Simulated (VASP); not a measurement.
Set up this calculation in VASP 6.6.1, as the native input.

| Property | Result |
| --- | --- |
| Task | relaxation of cell and atoms |
| Functional | PBE |
| Dispersion | D3(BJ) |
| Potentials or basis | VASP PAW PBE potentials, release 64 (Rh_pv) |
| Cutoff | 600 eV |
| k mesh | 16 × 16 × 16 |
| Occupations | methfessel-paxton, width 0.1 eV |
| Spin | no spin polarisation |
| Further INCAR settings | ALGO = Normal; EDIFF = 1e-06; IBRION = 2; EDIFFG = -0.01; NSW = 90; ISIF = 3 |

The structure of Rh lies in POSCAR:

```
Rh
1.0
    0.0000000000      1.8978500000      1.8978500000
    1.8978500000      0.0000000000      1.8978500000
    1.8978500000      1.8978500000      0.0000000000
Rh
1
Direct
    0.0000000000      0.0000000000      0.0000000000
```

One way to write it, as run:

INCAR

```
PREC = Accurate
ENCUT = 600
EDIFF = 1E-6
ISMEAR = 1
SIGMA = 0.1
LREAL = False
LASPH = True
NELM = 80
ALGO = Normal
ISIF = 3
LWAVE = False
LCHARG = False
GGA = PE
IVDW = 12
IBRION = 2
NSW = 90
EDIFFG = -0.01
```

KPOINTS

```
regular mesh
0
Gamma
  16 16 16
```

Potentials or basis: VASP PAW PBE potentials, release 64 (Rh_pv).

Command:

```console
$ cat potpaw_PBE.64/Rh_pv/POTCAR > POTCAR
$ mpirun -np 1 vasp_std > vasp.out
```

It gave:

```
Relaxed volume                         : 13.64 Å³/atom
Relaxed cell                           : a = 2.682 Å, b = 2.682 Å, c = 2.682 Å, α = 60.00°, β = 60.00°, γ = 60.00°
Space group after relaxing (to 0.05 Å) : Fm-3m (No. 225)
Energy gained by relaxing              : 0.1 meV/atom
Ionic steps                            : 3
Pressure after relaxing                : 0.0 GPa
Band gap on the k mesh                 : none (metal or under the smearing width)
Dispersion energy per atom             : -0.652 eV
```

Caveat: pairwise dispersion overbinds metals, which lowers pressure and volume.

Run time: 20 s on 1 thread of Intel(R) Xeon(R) Platinum 8488C (Sapphire Rapids) (shared host), peak memory 0.17 GiB.
